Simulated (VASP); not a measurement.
A VASP calculation is set up with these files.

POSCAR:
```
CuCl
1
    3.6158152692    -0.0000000000     0.0000000000
   -1.8079076347     3.1313886056    -0.0000000000
   -0.0000000000    -0.0000000000     6.1232065927
Cu Cl
2 2
Direct
  0.3333330000   0.6666670000   0.0066235733
  0.6666670000   0.3333330000   0.5066235733
  0.3333330000   0.6666670000   0.3683764267
  0.6666670000   0.3333330000   0.8683764267
```

**INCAR**
```
# general
SYSTEM  = CuCl
PREC    = Accurate
ENCUT   = 500   # plane-wave cut-off (eV)
LREAL   = .FALSE.   # projection in real space or not
LASPH   = .TRUE.

# electronic loop
EDIFF   = 1E-6
NELM    = 100   # most electronic steps
ALGO    = Normal
LMAXMIX = 4   # l cut-off of mixed one-centre charges

# smearing
ISMEAR  = 0   # Gaussian
SIGMA   = 0.05   # width (eV)

# functional
GGA     = PS   # PBEsol

# ions
IBRION  = 2
NSW     = 40   # most ionic steps
ISIF    = 3
EDIFFG  = -0.02
PSTRESS = 50   # kbar

# output
LWAVE   = .FALSE.
LCHARG  = .FALSE.
```

### KPOINTS
```
Automatic mesh
0
Gamma
7 7 4
0 0 0
```

POTCAR, in this order: Cu Cl (PBE.64 set). Program: vasp_std.

Task: Translate this PBEsol calculation to Quantum ESPRESSO's pw.x.

Result: One equivalent input (not run):
```
&CONTROL
  calculation = 'vc-relax'
  pseudo_dir = './pseudo'
  outdir = './out'
  tprnfor = .true.
  tstress = .true.
  nstep = 40
  forc_conv_thr = 0.00078
/
&SYSTEM
  ibrav = 0
  nat = 4
  ntyp = 2
  ecutwfc = 92
  occupations = 'smearing'
  smearing = 'gaussian'
  degauss = 0.003675
  input_dft = 'pbesol'
/
&ELECTRONS
  conv_thr = 7.3e-08
  electron_maxstep = 100
/
&IONS
/
&CELL
  press = 50
/
ATOMIC_SPECIES
  Cu 63.546 Cu.upf
  Cl 35.450 Cl.upf
CELL_PARAMETERS angstrom
     3.6158153   -0.0000000    0.0000000
    -1.8079076    3.1313886   -0.0000000
    -0.0000000   -0.0000000    6.1232066
ATOMIC_POSITIONS crystal
  Cu   0.3333330  0.6666670  0.0066236
  Cu   0.6666670  0.3333330  0.5066236
  Cl   0.3333330  0.6666670  0.3683764
  Cl   0.6666670  0.3333330  0.8683764
K_POINTS automatic
  7 7 4 0 0 0
```
Limits of the translation: the potentials are each code's own (VASP's PAW set, PseudoDojo norm-conserving files in pw.x), so ENCUT and ecutwfc are chosen apart and not converted; conv_thr bounds pw.x's estimated SCF error, while EDIFF bounds the energy change between steps; forc_conv_thr acts on force components and is met together with etot_conv_thr.

The structure was generated: CuCl was put into the wurtzite type (P6_3mc), which need not be its known phase. This run relaxes it under an external pressure of 5 GPa. Symmetry was kept, so distortions that lower it aren't found.
